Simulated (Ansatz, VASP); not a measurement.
# SnTe in two plane-wave programs, part 2 of 2

Wanted: the spread between two codes on one cell, functional and k mesh. The cell is taken from a series of runs on this material, whose earlier steps may have relaxed, scaled, displaced or heated it; both programs get it as it stands.

VASP 6.6.1 and Ansatz 0.2.0.

So far: The starting structure; VASP: zone-centre phonons, LDA.

## (3) Ansatz: zone-centre phonons, LDA

Level of this step: Ansatz beside VASP: Kohn-Sham DFT, plane waves, LDA (Ansatz).

Ansatz runs on its PAW soft_1 files.

The same cell, functional (in two slightly different forms), mesh and smearing now go to Ansatz, which takes its cutoff from its data sets.

input.yaml reads:

```yaml
crystal:
  lattice:
    - [0.0, 3.1183987091, 3.0866667758]
    - [3.1183987091, 0.0, 3.0866667758]
    - [3.1183987091, 3.1183987091, 0.0]
  atoms:
    - { symbol: Sn, position: [0.0, 0.0, 0.0] }
    - { symbol: Te, position: [0.5, 0.5, 0.5] }
kpoints:
  mp_grid: { grid: [12, 12, 12] }
hamiltonian:
  xc: lda
  pseudopotentials: { kind: paw, azcp: { folder: soft_1 }, xc_functional: pbe }
scf:
  occupations: { method: gaussian, width: 0.01 }
output:
  eigenvalues: true
phonons:
  method: dfpt
```

Started as:

```bash
ansatz run input.yaml --threads 4 --pin off --max-ram 10240MiB --backend cpu --events-out ev --progress --plain --runs-dir out
```

Numbers of over 12 decimals in the logs are rounded to 6 here.

What it wrote:

```text
zone centre: on kpoints.mp_grid the ground state, and the responses unless they are solved on pairs of k-points, stand on 280 of the mesh's 1728 k-points, reduced under 8 symmetry operations, with k and −k counted as one. Each operation leaves every solved displacement unchanged or reverses it
Engine: ansatz 0.2.0, aarch64-unknown-linux-gnu
Pseudopotentials: kind: paw
Pseudopotential: Sn, paw, valence charge 14, recommended cutoff 420 eV (normal), soft_1/Sn.paw.azcp
Pseudopotential: Te, paw, valence charge 16, recommended cutoff 420 eV (normal), soft_1/Te.paw.azcp
Functional definition: SPW92
  exchange = slater_x
  correlation = pw_c
Crystal: 2 atoms, lattice volume = 60.032 Å³
Basis set: ecut = 420 eV, 1211 PW (Γ), exchange–correlation on 60×60×60 points (8 copies of the dense FFT grid, shifted against one another)
Bands: 19, of which v1, the nominal top of the filled ones, is band 15 counted from 1 (14 counted from 0)
Symmetry: 16 space group operations
k-points: 280 of 1728 (irreducible under 8 space group operations)
Non-local potential: Sn, projectors of the file, l = 0: 2, l = 1: 2, l = 2: 2, l = 3: 1
Non-local potential: Te, projectors of the file, l = 0: 2, l = 1: 2, l = 2: 2, l = 3: 1
PAW form: soft (Blöchl's): semilocal exchange-correlation on the pseudo side does not see the compensation charge
PAW frozen core: Sn, regenerated for the run's functional, and the local potential with it (the file was generated under x = pbe(κ = 0.804, μ = 0.219515), c = pbe(β = 0.066725))
PAW frozen core: Te, regenerated for the run's functional, and the local potential with it (the file was generated under x = pbe(κ = 0.804, μ = 0.219515), c = pbe(β = 0.066725))
PAW one-centre angular grid: Sn, 590 points (default); XC on 64 Gauss nodes
PAW one-centre angular grid: Te, 590 points (default); XC on 64 Gauss nodes
Initial density: superposition of atomic densities (chi_scale 0.1, normalization cell, long waves kept (reshape's long-wave potential 0.00 eV rms))
Initial wavefunctions: pseudopotential atomic-orbital guess
Functional: x = slater, c = lda
SCF iter   1: F=—  HF=-12707.421098 eV  |F-HF|=—  |Δ(HF+E_count)|=         —  Δρ=1.08e-2  dr2=7.24e-2  ethr=3.10e-3  ⟨swp⟩=7.7  Hψ=32043  notcnv=0
preconditioner: auto → none  [insulator: Δε(μ)=0.229 eV  Ē_g=8.890 eV  σ=0.010 eV  W_gap=1.00  n_scr=14 (ndim 8)  ℏωp=15.2 eV  f_vac=0.000  D(μ)=0.00/eV (n_scr^D=0)  ε∞_Penn≈3.9]
SCF iter   2: F=—  HF=-12707.409190 eV  |F-HF|=—  |Δ(HF+E_count)|=   1.19e-2  Δρ=5.09e-3  dr2=1.72e-2  ethr=2.41e-4  ⟨swp⟩=2.1  Hψ=9108  notcnv=0
SCF iter   3: F=—  HF=-12707.407554 eV  |F-HF|=—  |Δ(HF+E_count)|=   1.64e-3  Δρ=3.68e-4  dr2=6.11e-5  ethr=5.72e-5  ⟨swp⟩=2.5  Hψ=7715  notcnv=0
SCF iter   4: F=—  HF=-12707.407571 eV  |F-HF|=—  |Δ(HF+E_count)|=   1.67e-5  Δρ=1.18e-4  dr2=3.35e-6  ethr=2.04e-7  ⟨swp⟩=2.0  Hψ=10048  notcnv=0
SCF iter   5: F=—  HF=-12707.407572 eV  |F-HF|=—  |Δ(HF+E_count)|=   9.01e-7  Δρ=3.24e-5  dr2=5.52e-7  ethr=1.12e-8  ⟨swp⟩=2.0  Hψ=8115  notcnv=0
SCF iter   6: F=—  HF=-12707.407571 eV  |F-HF|=—  |Δ(HF+E_count)|=   6.65e-7  Δρ=4.11e-6  dr2=5.31e-9  ethr=1.84e-9  ⟨swp⟩=2.0  Hψ=8102  notcnv=0
SCF iter   7: F=—  HF=-12707.407571 eV  |F-HF|=—  |Δ(HF+E_count)|=   2.08e-9  Δρ=5.15e-7  dr2=1.13e-10  ethr=1.77e-11  ⟨swp⟩=2.9  Hψ=10615  notcnv=0
SCF iter   8: F=-12707.407571 eV  HF=-12707.407571 eV  |F-HF|=3.64e-12  |Δ(HF+E_count)|=  3.64e-12  Δρ=7.80e-8  dr2=3.04e-12  ethr=1.00e-12  ⟨swp⟩=7.3  Hψ=27741  notcnv=0
SCF 1 converged in 8 iterations: F = -12707.407571 eV  dr2 = 3.04e-12
  greatest PAW one-centre occupation: 0.999 electrons in one spin orbital (limit 2), on the Te atom at site 1 (counted from 0), in its partial waves of l = 2
DFPT response loops at Γ: preconditioner auto → Resta (q_TF=auto, 2.430 Å⁻¹)  ε∞=16.0 (no band partly filled); β = 1.00, the filter's whole step (`scf.mixing.beta` (0.50) is not read by the response loops at its default; to damp them type it under 1.00, their step now; it binds the ground state too); Broyden in place of MSR1
SCF converged after 8 iterations
Free energy (F): -12707.407571 eV
Harris-Foulkes:  -12707.407571 eV  (|F-HF|=3.64e-12)
Internal energy: -12707.407571 eV  (E = F + TS)
E sigma→0 (E₀):  -12707.407571 eV
Fermi energy:    10.037266 eV
--- Per-component energies (eV) ---
  E_band       = -344.478313
  E_kinetic    = 342.178268
  E_local      = -2629.412913  (includes V_loc(G=0)·N_el)
  E_nonlocal   = 221.467366
  E_hartree    = 1314.098764
  E_xc         = -247.804356
  E_vxc        = -184.585942  (∫ρ·V_xc dr)
  E_paw        = -8743.113654  (= ΣΔE_a)
  E_vpaw       = -722.322922  (= ΣTr[D̂ρ^β])
  E_aug_tail   = 0.000348  (compensation charges beyond the density's cutoff)
  E_ewald      = -2965.924928
  E_core_change = 1.103533  (= ΣΔE_core)
  E_smearing   = -0.000000  (= −TS)
  E_closure    = -0.000000  (closes the sum)
  Σ components = -12707.407571   (vs F -12707.407571, Δ=0.00e0)
--- Band table (eV; the first three rows and the last of 280) ---
  k-point 0: bands = [... 11 lower, 5.3227, 7.6979, 7.8140, 7.8140, 13.2960, 13.2960, 13.5585, 14.7449]
  k-point 1: bands = [... 11 lower, 4.9309, 7.7443, 7.8215, 8.0700, 12.9497, 12.9574, 13.1982, 14.6862]
  k-point 2: bands = [... 11 lower, 4.0988, 7.7931, 7.8487, 8.5914, 12.2360, 12.2564, 12.4668, 14.7153]
  k-point 279: bands = [... 11 lower, 3.3419, 4.1397, 6.0672, 6.0672, 12.0287, 15.0310, 15.0310, 16.7228]
--- Phonons (Γ-DFPT): 4 representative perturbations + reference, on 280 of 1728 k-points (Σ response iterations 12) ---
  k mesh reduced under 8 symmetry operations, with k and −k counted as one. Each operation leaves every solved displacement unchanged or reverses it
  ASR residual: 6.773e-5 → 0.000e0 eV/Å²; symmetrization residual: 2.006e-6 eV/Å²
  ASR residual per site (eV/Å²): 6.77e-5 4.38e-5
  Γ frequencies (cm⁻¹): 0.00 0.00 0.00 31.45 31.45 44.74
  non-analytic LO–TO correction: not included (Born effective charges unavailable; polar crystals: no LO–TO splitting at Γ)
```

The column dr2 measures how far the density is from self-consistency, as an energy; F and HF (Harris–Foulkes) agree once it is small.

## (4) Differences

Known differences besides the potentials themselves: the two LDA forms differ slightly; the data sets hold 30 valence electrons in Ansatz (on its PAW soft_1 files) and 20 in VASP; the cutoff is 420 eV in Ansatz and 500 eV in VASP; VASP's log shows a relativistic correction to its local exchange, Ansatz's none. Total energies have different zeros and are not compared.

The two programs side by side:

| quantity | Ansatz | VASP | difference |
| --- | --- | --- | --- |
| optical mode 1 to 2 (cm⁻¹) | 31.4 | 36.5 | -5.1 |
| optical mode 3 (cm⁻¹) | 44.7 | 48.3 | -3.6 |

Modes are paired by rising frequency, not by their patterns, so a pair may set unlike modes beside each other; they are those without the splitting of longitudinal modes.

## (5) Results

- r.m.s. difference of the optical zone-centre modes, each program's sorted by frequency (zone-centre phonons, LDA): 4.6 cm⁻¹

In words: The r.m.s. difference of the optical zone-centre modes, each program's sorted by frequency is 4.6 cm⁻¹ (zone-centre phonons, LDA). The data sets hold unlike numbers of valence electrons (30 in Ansatz and 20 in VASP), so part of the differences comes from the potentials. How closely two codes agree says nothing of how well the functional describes the real material.

[Lines on the potential files, build, host, timing and source positions are cut from VASP's logs without a mark.]

[Logs are printed without paths, hosts, clocks, repeated set-up lines and the standing remarks that a program may print on its own settings, such as how far it seeks lower states.]

[Hosts, paths, dates, database ids (printed as entryN), source tags and the programs' standing remarks are cut or masked in the printed files.]
